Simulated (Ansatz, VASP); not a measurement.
# MoS2 in two plane-wave programs, part 2 of 2

One calculation is typed for both programs; each brings its own data sets. How far apart do they land? The cell is taken from a series of runs on this material, whose earlier steps may have relaxed, scaled, displaced or heated it; both programs get it as it stands.

VASP 6.6.1 and Ansatz 0.2.0.

So far: The starting structure; VASP: G0W0 gap, PBE.

## (3) Ansatz: G0W0 gap, PBE

Level of this step: Ansatz beside VASP: Kohn-Sham DFT, plane waves, PBE (Ansatz).

Ansatz runs on its default PAW (the set named soft_2) files.

The same cell, functional and mesh now go to Ansatz, which takes its cutoff from its data sets.

The input, input.yaml:

```yaml
crystal:
  lattice:
    - [3.1579598862, 0.0, 0.0]
    - [-1.5789799431, 2.7348734856, 0.0]
    - [0.0, 0.0, 12.2880904366]
  atoms:
    - { symbol: Mo, position: [0.3333333333, 0.6666666667, 0.25] }
    - { symbol: Mo, position: [0.6666666667, 0.3333333333, 0.75] }
    - { symbol: S, position: [0.3333333333, 0.6666666667, 0.6226282261] }
    - { symbol: S, position: [0.6666666667, 0.3333333333, 0.1226282261] }
    - { symbol: S, position: [0.3333333333, 0.6666666667, 0.8773717739] }
    - { symbol: S, position: [0.6666666667, 0.3333333333, 0.3773717739] }
kpoints:
  mp_grid: { grid: [6, 6, 2] }
hamiltonian:
  xc: pbe
scf:
  occupations: { method: fixed }
gw:
  n_empty_bands: 175
  ecut_chi: 80
  qp_bands: [v2, c2]
  qp_kpoints: band_edges
  screening: { model: contour_deformation }
```

On the command line:

```console
ansatz run input.yaml --threads 3 --pin off --max-ram 92160MiB --backend cuda --devices 1 --max-vram 13GiB --events-out ev --progress --plain --runs-dir out
```

Numbers of over 12 decimals in the logs are rounded to 6 here.

The log of the run:

```text
GPUs: using 1 of 1 available (devices: 1).
Engine: ansatz 0.2.0, x86_64-unknown-linux-gnu
Pseudopotentials: kind: paw
Pseudopotential: Mo, paw, valence charge 14, recommended cutoff 420 eV (normal), Mo.paw.azcp
Pseudopotential: S, paw, valence charge 6, recommended cutoff 420 eV (normal), S.paw.azcp
Functional definition: PBE
  parameter kappa = 0.804
  parameter beta = 0.066725
  exchange = pbe_x(kappa = kappa, mu = beta*pi^2/3)
  correlation = pbe_c(beta = beta)
device memory: the entry about to start is reckoned to put 1.1 GiB on a device that reports 43.9 GiB free (of which the cap on the GPU budget leaves the run 13.0 GiB)
GPU FFT provider: cuFFT
GPU libraries: cuBLAS 13.8.2, cuFFT 12.4.0, cuSOLVER 12.3.4
Crystal: 6 atoms, lattice volume = 106.128 Å³
Basis set: ecut = 420 eV, 2057 PW (Γ)
Bands: 32, of which v1, the nominal top of the filled ones, is band 26 counted from 1 (25 counted from 0)
Symmetry: 24 space group operations
Space group: P63/mmc (ITA 194), of the structure as read, at distance tolerance 4.7e-5 Å
k-points: 14 of 72
Non-local potential: Mo, projectors of the file, l = 0: 3, l = 1: 2, l = 2: 2, l = 3: 1
Non-local potential: S, projectors of the file, l = 0: 2, l = 1: 2, l = 2: 2
PAW form: soft (Blöchl's): semilocal exchange-correlation on the pseudo side does not see the compensation charge
PAW one-centre angular grid: Mo, 590 points (default); XC on 64 Gauss nodes
PAW one-centre angular grid: S, 110 points (default); XC on 64 Gauss nodes
Initial density: superposition of atomic densities (neutral atoms: chi_scale 0, normalization atom), corrected by the library's trained network
Initial wavefunctions: pseudopotential atomic-orbital guess
GPU buffer pool allocated for 51840 grid points (all kernels)
GPU transforms: local potential and band sums: pruned to the plane-wave sphere, on 24×24×90
Functional: x = pbe(κ = 0.804, μ = 0.219515), c = pbe(β = 0.066725)
SCF iter   1: F=—  HF=-13525.509746 eV  |F-HF|=—  |Δ(HF+E_count)|=         —  Δρ=5.53e-3  dr2=7.62e-3  ethr=1.77e-3  ⟨swp⟩=5.0  Hψ=1665  notcnv=0  defer=42
preconditioner: auto → Resta (q_TF=auto, 2.422 Å⁻¹)  ε∞=8.7  [insulator: Δε(μ)=0.878 eV  Ē_g=7.793 eV  n_scr=26 (ndim 8)  ℏωp=21.6 eV  f_vac=0.015  ε∞_Penn≈8.7]
SCF iter   2: F=—  HF=-13525.518801 eV  |F-HF|=—  |Δ(HF+E_count)|=   9.06e-3  Δρ=3.17e-3  dr2=2.41e-3  ethr=1.47e-5  ⟨swp⟩=2.1  Hψ=843  notcnv=0  defer=54
SCF iter   3: F=—  HF=-13525.523589 eV  |F-HF|=—  |Δ(HF+E_count)|=   4.79e-3  Δρ=5.69e-4  dr2=8.15e-4  ethr=4.64e-6  ⟨swp⟩=2.0  Hψ=694  notcnv=0  defer=54
SCF iter   4: F=—  HF=-13525.523505 eV  |F-HF|=—  |Δ(HF+E_count)|=   8.44e-5  Δρ=1.19e-4  dr2=1.22e-5  ethr=1.57e-6  ⟨swp⟩=2.1  Hψ=559  notcnv=0  defer=38
SCF iter   5: F=—  HF=-13525.523516 eV  |F-HF|=—  |Δ(HF+E_count)|=   1.08e-5  Δρ=5.15e-5  dr2=2.27e-6  ethr=2.35e-8  ⟨swp⟩=2.0  Hψ=623  notcnv=0  defer=3
SCF iter   6: F=—  HF=-13525.523518 eV  |F-HF|=—  |Δ(HF+E_count)|=   2.12e-6  Δρ=8.79e-6  dr2=1.08e-7  ethr=4.36e-9  ⟨swp⟩=2.0  Hψ=647  notcnv=0  defer=3
SCF iter   7: F=-13525.523518 eV  HF=-13525.523518 eV  |F-HF|=6.46e-10  |Δ(HF+E_count)|=   6.37e-8  Δρ=2.31e-6  dr2=7.13e-9  ethr=1.92e-10  ⟨swp⟩=4.3  Hψ=1278  notcnv=0
SCF 1 converged in 7 iterations: F = -13525.523518 eV  dr2 = 7.13e-9
  greatest PAW one-centre occupation: 0.998 electrons in one spin orbital (limit 2), on the Mo atom at site 0 (counted from 0), in its partial waves of l = 0
device memory: the entry about to start is reckoned to put 1.2 GiB (of the 1.3 GiB reckoned in all, the device holds 0.1 GiB already) on a device that reports 43.8 GiB free (of which the cap on the GPU budget leaves the run 12.9 GiB)
NSCF: frozen V_eff on 14 k-points, pencils in batches of 32, up to order 128
the band table was solved once the SCF had ended and its energy, with any forces and stress, was formed, with the checks that follow a solve (1776 applications of the Hamiltonian). They found nothing against the state; the energy, forces and stress were not computed again (output.eigenvalues in the input reference)
device memory: the entry about to start is reckoned to put 4.0 GiB on a device that reports 43.9 GiB free (of which the cap on the GPU budget leaves the run 13.0 GiB)
NSCF: frozen V_eff on 14 k-points
G₀W₀ screening: q 1/14
[... further progress lines ...]
SCF converged after 7 iterations
Free energy (F): -13525.523518 eV
Harris-Foulkes:  -13525.523518 eV  (|F-HF|=6.46e-10)
Internal energy: -13525.523518 eV  (E = F + TS)
E sigma→0 (E₀):  -13525.523518 eV
Fermi energy:    11.053476 eV
--- Per-component energies (eV) ---
  E_band       = -304.799155
  E_kinetic    = 1313.310652
  E_local      = -3898.373913  (includes V_loc(G=0)·N_el)
  E_nonlocal   = 398.456308
  E_hartree    = 1499.702246
  E_xc         = -757.593258
  E_vxc        = -810.822817  (∫ρ·V_xc dr)
  E_paw        = -8803.129050  (= ΣΔE_a)
  E_vpaw       = -306.770217  (= ΣTr[D̂ρ^β])
  E_aug_tail   = 0.000077  (compensation charges beyond the density's cutoff)
  E_ewald      = -3277.896581
  E_smearing   = -0.000000  (= −TS)
  E_closure    = 0.000000  (closes the sum)
  Σ components = -13525.523518   (vs F -13525.523518, Δ=0.00e0)
--- Band table (eV; the first three rows and the last of 14) ---
  k-point 0: bands = [... 22 lower, 8.9343, 9.8691, 9.8697, 11.0535, 13.1791, 13.1791, 13.2080, 13.2080, ... 2 higher]
  k-point 1: bands = [... 22 lower, 8.9102, 8.9102, 10.7817, 10.7817, 13.1843, 13.1843, 13.1843, 13.1843, ... 2 higher]
  k-point 2: bands = [... 22 lower, 8.9919, 9.8397, 9.8927, 10.2761, 12.5529, 12.9251, 12.9424, 13.1254, ... 2 higher]
  k-point 13: bands = [... 22 lower, 8.1608, 8.1608, 10.3594, 10.3594, 12.1390, 12.1390, 13.3483, 13.3483, ... 2 higher]
--- G₀W₀: contour deformation, 7 samples at zero and on the imaginary axis and 1 off it, 72 q-points, 175 empty bands' worth ---
  eigenvalues of the whole cell's RPA ε∞ on this k-mesh (on a slab, of 1 + 4πα/V) = 6.3747, 15.4205, 15.4205; static W/v taken at q = 0 is 0.067674
  bands read: the sum over 201 bands ends inside a degenerate multiplet in 7 slots, whose members it reads at an even weight; the widest, k=1: bands 199 to 202 (counted from 1) at 3/4 each
  gw.qp_kpoints: band_edges: 12 of 14 stored k-points solved, in 1 pass; an edge of the gap read off the rows below is read off those points alone
    valence top: of the k-points left out ik 7 came nearest to being solved in a further pass, in band 25 (counted from 1, as in the quasiparticle table): it holds the edge there only if its correction is more favourable than any solved in that band by at least 1.320 eV; those differ by 0.382 eV
    conduction bottom: of the k-points left out ik 5 came nearest to being solved in a further pass, in band 27 (counted from 1, as in the quasiparticle table): it holds the edge there only if its correction is more favourable than any solved in that band by at least 0.710 eV; those differ by 0.281 eV
    ik  band        ε_KS         Σx   Σc(E_QP)       V_xc       Z   E_QP_lin       E_QP  E_QP is
     0    25      9.8697   -18.5746     2.2760   -16.1664  0.7496     9.7372     9.7375  root
     0    26     11.0535   -19.7541     0.7984   -19.1877  0.7431    11.2850    11.2855  root
     0    27     13.1791   -13.7919    -4.0848   -18.5266  0.7435    13.8379    13.8289  root
     0    28     13.1791   -13.7919    -4.0848   -18.5266  0.7435    13.8379    13.8289  root
     1    25     10.7817   -19.4414     1.0632   -18.5506  0.7443    10.9538    10.9541  root
     1    26     10.7817   -19.4414     1.0632   -18.5506  0.7443    10.9538    10.9541  root
     1    27     13.1843   -13.7374    -4.0794   -18.4597  0.7433    13.8360    13.8271  root
     1    28     13.1843   -13.7374    -4.0794   -18.4597  0.7433    13.8360    13.8271  root
     2    25      9.8927   -18.5955     2.2340   -16.2446  0.7496     9.7756     9.7759  root
     2    26     10.2761   -19.4217     1.1706   -18.4339  0.7407    10.4583    10.4588  root
     2    27     12.5529   -13.5903    -3.8589   -17.9982  0.7444    13.1077    13.1020  root
     2    28     12.9251   -14.1023    -3.8779   -18.5699  0.7356    13.5228    13.5148  root
     3    25     10.2246   -19.4006     1.3111   -18.2430  0.7410    10.3778    10.3782  root
     3    26     10.2246   -19.4006     1.3111   -18.2430  0.7410    10.3778    10.3782  root
     3    27     12.7617   -13.8720    -3.9976   -18.4650  0.7428    13.3644    13.3570  root
     3    28     12.7617   -13.8720    -3.9976   -18.4650  0.7428    13.3644    13.3570  root
     4    25      9.2349   -18.5715     1.5802   -17.0840  0.7324     9.3274     9.3277  root
     4    26      9.4997   -19.0627     1.5147   -17.6744  0.7353     9.6257     9.6260  root
     4    27     12.4485   -14.2358    -4.0876   -18.9404  0.7410    13.0732    13.0655  root
     4    28     12.5661   -15.3437    -4.1061   -20.1512  0.7350    13.2781    13.2675  root
     6    25      9.6447   -17.7101     1.5857   -16.0801  0.7495     9.6004     9.6004  root
     6    26      9.7687   -18.4240     1.4686   -17.0045  0.7453     9.8178     9.8178  root
     6    27     12.6903   -16.6715    -4.4780   -21.9589  0.7266    13.5158    13.4996  root
     6    28     12.7370   -16.6385    -4.5067   -21.9503  0.7257    13.5586    13.5421  root
[...]
12    25     10.2847   -19.1172     0.7560   -18.5957  0.7429    10.5185    10.5191  root
    12    26     10.4541   -19.5298     0.6975   -19.1029  0.7429    10.7239    10.7246  root
    12    27     12.1375   -16.1316    -3.7404   -20.5724  0.7388    12.8465    12.8378  root
    12    28     12.1375   -16.1316    -3.7404   -20.5724  0.7388    12.8465    12.8378  root
    13    25     10.3594   -19.2717     0.7221   -18.7998  0.7431    10.6089    10.6096  root
    13    26     10.3594   -19.2717     0.7221   -18.7998  0.7431    10.6089    10.6096  root
    13    27     12.1390   -16.1263    -3.7398   -20.5660  0.7388    12.8475    12.8388  root
    13    28     12.1390   -16.1263    -3.7398   -20.5660  0.7388    12.8475    12.8388  root
```

## (4) Comparison

Known differences besides the potentials themselves: fixed occupations in Ansatz, narrow Gaussian smearing in VASP; the cutoff is 420 eV in Ansatz and 370 eV in VASP; Ansatz integrates over frequency by contour deformation, VASP on a grid of NOMEGA points; Ansatz's G0W0 levels solve the quasiparticle equation, VASP's are linearised. Total energies have different zeros and are not compared.

Compared:

| quantity | Ansatz | VASP | difference |
| --- | --- | --- | --- |
| G0W0 gap on the mesh (eV) | 1.17 | 1.25 | -0.07 |
| Kohn-Sham gap under it (eV) | 0.88 | 0.88 | 0.00 |

VASP's log warns that its frequency grid doesn't suit quasiparticle energies on this mesh.

## (5) Results

```json
{
  "difference in G0W0 gap on the mesh (G0W0 gap, PBE)": "-0.074 eV"
}
```

**Reading.** The difference in G0W0 gap on the mesh is -0.074 eV (G0W0 gap, PBE). How closely two codes agree says nothing of how well the functional describes the real material.

[Lines on the potential files, build, host, timing and source positions are cut from VASP's logs without a mark.]

[Logs are printed without paths, hosts, clocks, repeated set-up lines and the standing remarks that a program may print on its own settings, such as how far it seeks lower states.]

[Hosts, paths, dates, database ids (printed as entryN), source tags and the programs' standing remarks are cut or masked in the printed files.]
